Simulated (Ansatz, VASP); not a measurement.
# Cross-check of BaZr2 between VASP and Ansatz

Wanted: the spread between two codes on one cell, functional and k mesh. The cell is generated by rule, not measured, and may not be a known phase. The cell is taken from a series of VASP runs on this material, whose earlier steps may have relaxed, scaled or displaced it; both programs get it as it stands.

Calculated with Ansatz 0.2.0; plane waves, with VASP 6.6.1 beside it; single point at PBE.

### 1. The starting structure

It takes space group P3m1 (No. 156, trigonal). The conventional cell has a = 3.385 Å, b = 3.385 Å, c = 8.987 Å, α = 90.00°, β = 90.00°, γ = 120.00°. Nearest to Ba lie 1 Zr at 3.37 Å and 6 Ba at 3.39 Å. Zr has 9 Zr at 3.04 to 3.39 Å nearest. Zr has 9 Zr at 3.04 to 3.39 Å and 1 Ba at 3.37 Å nearest. Farther neighbours are not listed.

### 2. VASP: single point, PBE

With cell and atoms fixed, the geometry can't cause a difference; cores, projectors, grids and the points listed under the comparison can.

Lines of VASP's logs that name or quote its potential files are left out, and so is its time.

INCAR

```
SYSTEM = BaZr2
PREC = Accurate
ENCUT = 400
EDIFF = 1E-06
NELM = 100
ISMEAR = -1
SIGMA = 0.05
LREAL = .FALSE.
ALGO = Normal
GGA = PE
NBANDS = 23
LORBIT = 11
LWAVE = .FALSE.
LCHARG = .FALSE.
ISIF = 2
```

POSCAR

```
BaZr2
1.0
    3.3851044583      0.0000000009      0.0000000000
   -1.6925522330      2.9315864588      0.0000000000
    0.0000000000      0.0000000000      8.9874287005
Ba Zr
1 2
Direct
    0.0000000000      0.0000000000      0.3763605996
    0.6666666700      0.3333333300      0.7420418251
    0.0000000000      0.0000000000      0.0014641852
```

KPOINTS

```
Automatic mesh
0
Gamma
9 9 3
0 0 0
```

Potentials, in the order of the species: Ba_sv and Zr_sv (PBE family, release 64).

Command:

```sh
mpirun -np 1 vasp_std
```

Numbers of over 12 decimals in the logs are rounded to 6 here.

The program printed:

```text
[banner, memory and clock lines left out]
running    1 mpi-ranks, on    1 nodes
 distrk:  each k-point on    1 cores,    1 groups
 distr:  one band on    1 cores,    1 groups

 POSCAR found type information on POSCAR BaZr
 POSCAR found :  2 types and       3 ions
 LDA part: xc-table for (Slater+PW92), standard interpolation
 POSCAR, INCAR and KPOINTS ok, starting setup
 FFT: planning ... GRIDC
 FFT: planning ... GRID_SOFT
 FFT: planning ... GRID
 WAVECAR not read
 entering main loop
       N       E                     dE             d eps       ncg     rms          rms(c)
DAV:   1     0.252638117547E+03    0.25264E+03   -0.15266E+04  1442   0.116E+03
DAV:   2    -0.390163217071E+00   -0.25303E+03   -0.24703E+03  1699   0.329E+02
DAV:   3    -0.189639190309E+02   -0.18574E+02   -0.18156E+02  2644   0.682E+01
DAV:   4    -0.195981224967E+02   -0.63420E+00   -0.63165E+00  1986   0.120E+01
DAV:   5    -0.196130558087E+02   -0.14933E-01   -0.14925E-01  2166   0.176E+00    0.137E+01
DAV:   6    -0.186409620172E+02    0.97209E+00   -0.13706E+01  2031   0.130E+01    0.596E+00
DAV:   7    -0.175944772206E+02    0.10465E+01   -0.51344E+00  2067   0.682E+00    0.393E+00
DAV:   8    -0.175483457936E+02    0.46131E-01   -0.50034E-01  1984   0.420E+00    0.121E+00
DAV:   9    -0.175454949232E+02    0.28509E-02   -0.27675E-01  2070   0.264E+00    0.989E-01
DAV:  10    -0.175330628703E+02    0.12432E-01   -0.72137E-02  1975   0.155E+00    0.414E-01
DAV:  11    -0.175331121533E+02   -0.49283E-04   -0.13931E-02  2037   0.714E-01    0.903E-02
DAV:  12    -0.175329361500E+02    0.17600E-03   -0.11124E-03  1955   0.203E-01    0.307E-02
DAV:  13    -0.175329375603E+02   -0.14103E-05   -0.47661E-05  1927   0.453E-02    0.142E-02
DAV:  14    -0.175329406271E+02   -0.30668E-05   -0.38192E-06  1828   0.145E-02    0.426E-03
DAV:  15    -0.175329403925E+02    0.23464E-06   -0.12542E-06  1252   0.554E-03
   1 F= -.17532940E+02 E0= -.17516349E+02  d E =-.331832E-01
```

Parts of OUTCAR (step 2):

```text
ion  position               nearest neighbor table
   1  0.000  0.000  0.376-   3 3.37   2 3.82   2 3.82   2 3.82
   2  0.667  0.333  0.742-   3 3.04   3 3.04   3 3.04   1 3.82   1 3.82   1 3.82
   3  0.000  0.000  0.001-   2 3.04   2 3.04   2 3.04   1 3.37

  LATTYP: Found a hexagonal cell.
 ALAT       =     3.3851044583
 C/A-ratio  =     2.6549930176

 Subroutine GETGRP returns: Found  6 space group operations
 (whereof  6 operations were pure point group operations)

The static configuration has the point symmetry C_3v.

 Found     31 irreducible k-points:

   k-points           NKPTS =     31   k-points in BZ     NKDIM =     31   number of bands    NBANDS=     23

   dimension x,y,z NGX =    24 NGY =   24 NGZ =   60
   dimension x,y,z NGXF=    48 NGYF=   48 NGZF=  120

   ENCUT  =  400.0 eV  29.40 Ry    5.42 a.u.   5.52  5.52 14.66*2*pi/ulx,y,z

   NELECT =      34.0000    total number of electrons

 k-points in reciprocal lattice and weights: Automatic mesh
   0.00000000  0.00000000  0.00000000       0.004
   0.11111111  0.00000000  0.00000000       0.025
   0.22222222 -0.00000000  0.00000000       0.025
   0.33333333  0.00000000  0.00000000       0.025
   0.44444444 -0.00000000  0.00000000       0.025
   0.11111111  0.11111111  0.00000000       0.025
   0.22222222  0.11111111  0.00000000       0.049
   0.33333333  0.11111111  0.00000000       0.049
   0.44444444  0.11111111  0.00000000       0.025
[...]
-0.22222222 -0.44444444  0.33333333       0.049
   0.33333333  0.33333333  0.33333333       0.016

 average (electrostatic) potential at core
       1 -34.1881       2 -77.8383       3 -77.8906

 E-fermi :   6.1006

 k-point     1 :       0.0000    0.0000    0.0000
  band No.  band energies     occupation
    ...
     12      -6.0460      2.00000
     13       1.3281      2.00000
     14       3.1427      2.00000
     15       4.9304      2.00000
     16       6.0589      1.39420
     17       6.4529      0.00174
     18       6.7104      0.00001
     19       6.7104      0.00001
     20       6.8447      0.00000
     21       6.8447      0.00000
    ...

 k-point     2 :       0.1111    0.0000    0.0000
  band No.  band energies     occupation
    ...
     12      -6.1441      2.00000
     13       1.6277      2.00000
     14       3.4127      2.00000
     15       5.1984      2.00000
     16       5.7902      1.99598
     17       6.3254      0.02206
     18       6.7324      0.00001
     19       6.8900      0.00000
     20       7.0334      0.00000
     21       7.0569      0.00000
    ...

 k-point     3 :       0.2222   -0.0000    0.0000
  band No.  band energies     occupation
    ...
     13       2.4151      2.00000
     14       4.0099      2.00000
     15       5.1008      2.00000
     16       5.2496      2.00000
     17       6.0730      1.26882
     18       6.5821      0.00013
     19       6.8734      0.00000
     20       7.0609      0.00000
     21       7.3692      0.00000
     22       7.7057      0.00000
    ...

  Total        0.0458006      0.0458006      0.3571255     -0.0000000      0.0000000      0.0000000
  in kB        0.8227572      0.8227572      6.4153628     -0.0000000      0.0000000      0.0000000
  external PRESSURE =       2.6869591 kB  Pullay stress =       0.0000000 kB

  energy-cutoff  :      400.00
  volume of cell :       89.19
      direct lattice vectors                 reciprocal lattice vectors
     3.385104458  0.000000001  0.000000000     0.295411859  0.170556116  0.000000000
    -1.692552233  2.931586459  0.000000000    -0.000000000  0.341112232  0.000000000
     0.000000000  0.000000000  8.987428701     0.000000000  0.000000000  0.111266529

 POSITION                                       TOTAL-FORCE (eV/Angst)
 -----------------------------------------------------------------------------------
      0.00000      0.00000      3.38251         0.000000     -0.000000      0.005141
      1.69255      0.97720      6.66905        -0.000000      0.000000     -0.133106
      0.00000      0.00000      0.01316         0.000000     -0.000000      0.127964
 -----------------------------------------------------------------------------------
    total drift:                               -0.000031      0.000018      0.000065

  FREE ENERGIE OF THE ION-ELECTRON SYSTEM (eV)
  ---------------------------------------------------
  free  energy   TOTEN  =       -17.5329403925 eV

  energy  without entropy=      -17.4997572404  energy(sigma->0) =      -17.51634882

 total charge
# of ion       s       p       d       tot
------------------------------------------
    1        2.052   5.484   0.710   8.247
    2        2.229   5.952   1.553   9.734
    3        2.227   5.949   1.563   9.739
--------------------------------------------------
tot          6.508  17.385   3.826  27.719

[... 3 further parts left out ...]
```

Harder data sets than Ba_sv exist (the GW ones), and pressures, volumes and forces can shift noticeably with them.

### 3. Ansatz: single point, PBE

Ansatz runs on its default PAW (the set named soft_2) files.

The same cell, functional, mesh and smearing now go to Ansatz, which takes its cutoff from its data sets.

input.yaml

```yaml
crystal:
  lattice:
    - [3.3851044583, 9.0e-10, 0.0]
    - [-1.692552233, 2.9315864588, 0.0]
    - [0.0, 0.0, 8.9874287005]
  atoms:
    - { symbol: Ba, position: [0.0, 0.0, 0.3763605996] }
    - { symbol: Zr, position: [0.66666667, 0.33333333, 0.7420418251] }
    - { symbol: Zr, position: [0.0, 0.0, 0.0014641852] }
hamiltonian:
  xc: pbe
  pseudopotentials: { kind: paw }
kpoints:
  mp_grid: { grid: [9, 9, 3] }
scf:
  occupations: { method: fermi_dirac, width: 0.05 }
  n_extra_bands: 4
output:
  forces: true
  stress: true
  eigenvalues: true
```

Command:

```sh
ansatz run input.yaml --threads 2 --pin off --max-ram 4608MiB --backend cpu --events-out ev --progress --plain --runs-dir out
```

The program printed:

```text
Warning: the atoms were moved onto the symmetric positions of the space group found under crystal.symmetry.tolerance 1.0e-5 (fractional; no operation is sought that the atoms, as they stand in a round, miss by more than twice it, and no atom is moved by as much as it), and the run uses the moved positions. Before a round's move an operation carried an atom to 2.26e-8 Å from where it should land, the largest such dist [...]
scf.n_extra_bands = 4 over 17 filled bands (N_el = 34.0): the run solves 21 bands
Engine: ansatz 0.2.0, x86_64-unknown-linux-gnu
Pseudopotentials: kind: paw
Pseudopotential: Ba, paw, valence charge 10, recommended cutoff 420 eV (normal), Ba.paw.azcp
Pseudopotential: Zr, paw, valence charge 12, recommended cutoff 420 eV (normal), Zr.paw.azcp
Functional definition: PBE
  parameter kappa = 0.804
  parameter beta = 0.066725
  exchange = pbe_x(kappa = kappa, mu = beta*pi^2/3)
  correlation = pbe_c(beta = beta)
Crystal: 3 atoms, lattice volume = 89.189 Å³
Basis set: ecut = 420 eV, 1747 PW (Γ), exchange–correlation on 48×48×128 points (8 copies of the dense FFT grid, shifted against one another)
Bands: 21, of which v1, the nominal top of the filled ones, is band 17 counted from 1 (16 counted from 0)
Symmetry: 6 space group operations
Space group: P3m1 (ITA 156), of the structure as read, at distance tolerance 4.5e-5 Å
k-points: 31 of 243 (time reversal used)
Non-local potential: Ba, projectors of the file, l = 0: 3, l = 1: 2, l = 2: 2, l = 3: 2
Non-local potential: Zr, projectors of the file, l = 0: 3, l = 1: 2, l = 2: 2, l = 3: 2
PAW form: soft (Blöchl's): semilocal exchange-correlation on the pseudo side does not see the compensation charge
PAW one-centre angular grid: Ba, 194 points (default); XC on 64 Gauss nodes
PAW one-centre angular grid: Zr, 590 points (default); XC on 64 Gauss nodes
Initial density: superposition of atomic densities (neutral atoms: chi_scale 0, normalization atom), corrected by the library's trained network
Initial wavefunctions: pseudopotential atomic-orbital guess
Functional: x = pbe(κ = 0.804, μ = 0.219515), c = pbe(β = 0.066725)
SCF iter   1: F=—  HF=-14315.877267 eV  |F-HF|=—  |Δ(HF+E_count)|=         —  Δρ=4.33e-3  dr2=6.99e-2  ethr=1.77e-3  ⟨swp⟩=6.4  Hψ=3419  notcnv=0
preconditioner: auto → Kerker (q_TF=auto, 2.323 Å⁻¹)  [metal: Δε(μ)=0.049 eV  Ē_g=6.844 eV  σ=0.050 eV  W_gap=0.24  n_scr=24 (ndim 8)  ℏωp=15.7 eV  f_vac=0.000  D(μ)=4.10/eV (n_scr^D=38)]
SCF iter   2: F=—  HF=-14315.873973 eV  |F-HF|=—  |Δ(HF+E_count)|=   3.29e-3  Δρ=2.43e-3  dr2=8.54e-3  ethr=2.06e-4  ⟨swp⟩=1.3  Hψ=912  notcnv=0
SCF iter   3: F=—  HF=-14315.873920 eV  |F-HF|=—  |Δ(HF+E_count)|=   5.31e-5  Δρ=1.30e-3  dr2=2.66e-3  ethr=2.51e-5  ⟨swp⟩=1.5  Hψ=702  notcnv=0
SCF iter   4: F=—  HF=-14315.874017 eV  |F-HF|=—  |Δ(HF+E_count)|=   9.78e-5  Δρ=2.96e-4  dr2=1.59e-4  ethr=7.83e-6  ⟨swp⟩=1.7  Hψ=915  notcnv=0
SCF iter   5: F=—  HF=-14315.874025 eV  |F-HF|=—  |Δ(HF+E_count)|=   7.45e-6  Δρ=5.70e-5  dr2=3.51e-6  ethr=4.68e-7  ⟨swp⟩=2.2  Hψ=949  notcnv=0
SCF iter   6: F=—  HF=-14315.874026 eV  |F-HF|=—  |Δ(HF+E_count)|=   1.05e-6  Δρ=1.59e-5  dr2=6.93e-7  ethr=1.03e-8  ⟨swp⟩=2.5  Hψ=1024  notcnv=0
SCF iter   7: F=-14315.874026 eV  HF=-14315.874026 eV  |F-HF|=7.76e-8  |Δ(HF+E_count)|=   3.62e-8  Δρ=3.83e-6  dr2=8.99e-8  ethr=2.94e-10  ⟨swp⟩=4.0  Hψ=2745  notcnv=0
SCF 1 converged in 7 iterations: F = -14315.874026 eV  dr2 = 8.99e-8
  greatest PAW one-centre occupation: 0.996 electrons in one spin orbital (limit 2), on the Zr atom at site 1 (counted from 0), in its partial waves of l = 0
SCF converged after 7 iterations
Free energy (F): -14315.874026 eV
Harris-Foulkes:  -14315.874026 eV  (|F-HF|=7.76e-8)
Internal energy: -14315.840605 eV  (E = F + TS)
E sigma→0 (E₀):  -14315.857316 eV
Entropy (-TS):   -0.033420 eV (-11.140 meV/atom)
Fermi energy:    11.648083 eV
--- Per-component energies (eV) ---
  E_band       = -275.903351
  E_kinetic    = 832.668502
  E_local      = -1978.405865  (includes V_loc(G=0)·N_el)
  E_nonlocal   = 219.382065
  E_hartree    = 681.791138
  E_xc         = -490.139694
  E_vxc        = -516.106783  (∫ρ·V_xc dr)
  E_paw        = -11134.391382  (= ΣΔE_a)
  E_vpaw       = -197.031064  (= ΣTr[D̂ρ^β])
  E_aug_tail   = 0.000047  (compensation charges beyond the density's cutoff)
  E_ewald      = -2446.745417
  E_smearing   = -0.033420  (= −TS)
  E_closure    = 0.000000  (closes the sum)
  Σ components = -14315.874026   (vs F -14315.874026, Δ=0.00e0)
--- Forces (eV/Å), atoms counted from 1 ---
  atom   1  Ba     0.00000000     0.00000000    -0.01659437
  atom   2  Zr    -0.00000000    -0.00000000    -0.15202195
  atom   3  Zr     0.00000000     0.00000000     0.16864808
  max |Σ_I F_I| component: 3.18e-5 eV/Å
--- Stress (GPa, compression-positive) ---
       -0.427384      -0.000000       0.000000
        0.000000      -0.427384       0.000000
        0.000000       0.000000       0.221701
  P = ⅓ Tr σ = -0.2110 GPa (-2.110 kbar)
--- Band table (eV; the first three rows and the last of 31) ---
  k-point 0: bands = [... 13 lower, 8.7016, 10.5174, 11.6412, 12.0266, 12.2622, 12.2622, 12.3950, 12.3950]
  k-point 1: bands = [... 13 lower, 8.4739, 10.1784, 11.4825, 12.2663, 12.2663, 12.3906, 12.3906, 12.6134]
  k-point 2: bands = [... 13 lower, 8.9718, 10.7754, 11.3549, 11.8922, 12.2929, 12.4412, 12.5842, 12.6056]
  k-point 30: bands = [... 13 lower, 10.5081, 10.6402, 10.7959, 11.2467, 11.5656, 11.7558, 12.7282, 13.7261]
```

It took 2.6 s on 2 threads of Intel Xeon Platinum 8259CL at 2.50GHz (Skylake/Cascade Lake), shared host; peak memory 0.42 GiB; 4.9 s of CPU time.

The column dr2 measures how far the density is from self-consistency, as an energy; F and HF (Harris–Foulkes) agree once it is small.

The run ends at a pressure of -0.21 GPa, with forces up to 0.17 eV/Å.

### 4. Side by side

Known differences besides the potentials themselves: the cutoff is 420 eV in Ansatz and 400 eV in VASP; VASP leaves aspherical gradient terms in its spheres out (LASPH is not set), Ansatz keeps them. Total energies have different zeros and are not compared.

The two programs side by side:

```
      quantity  Ansatz  VASP  difference
pressure (GPa)   -0.21  0.27       -0.48
```

Forces (eV/Å; atoms numbered as in POSCAR):

| atom | Ansatz x, y, z | VASP x, y, z |
| --- | --- | --- |
| Ba1 | 0.000, 0.000, -0.017 | 0.000, 0.000, 0.005 |
| Zr2 | 0.000, 0.000, -0.152 | 0.000, 0.000, -0.133 |
| Zr3 | 0.000, 0.000, 0.169 | 0.000, 0.000, 0.128 |

The forces differ by 17 meV/Å r.m.s., which is 27.0 % of the r.m.s. force of 0.06 eV/Å (both taken over all components).

### 5. What the set-up changes

Further runs change the set-up of one program: Ansatz's method, potentials or start, or VASP's data sets, cutoff or form of LDA. The table gives Ansatz less VASP for each quantity, since a change that brings one quantity closer may part another.

| run | r.m.s. force difference (meV/Å) | pressure (GPa) |
| --- | --- | --- |
| as above | 17 | -0.48 |
| Ansatz's larger PAW set (cutoff 500 eV) | 17 | -0.46 |
| norm-conserving potentials (cutoff 898 eV) | 18 | -0.46 |

### 6. Results

* r.m.s. force difference (single point, PBE): 17 meV/Å

**Reading.** The r.m.s. force difference is 17 meV/Å (single point, PBE), beyond the 12 meV/Å picked in this series as the mark of a large difference. For single point, PBE, no further run moves any of the tabulated differences by more than a quarter of its size. How closely two codes agree says nothing of how well the functional describes the real material.

[Lines on the potential files, build, host, timing and source positions are cut from VASP's logs without a mark.]

[Logs are printed without paths, hosts, clocks, repeated set-up lines and the standing remarks that a program may print on its own settings, such as how far it seeks lower states.]

[Hosts, paths, dates, database ids (printed as entryN), source tags and the programs' standing remarks are cut or masked in the printed files.]
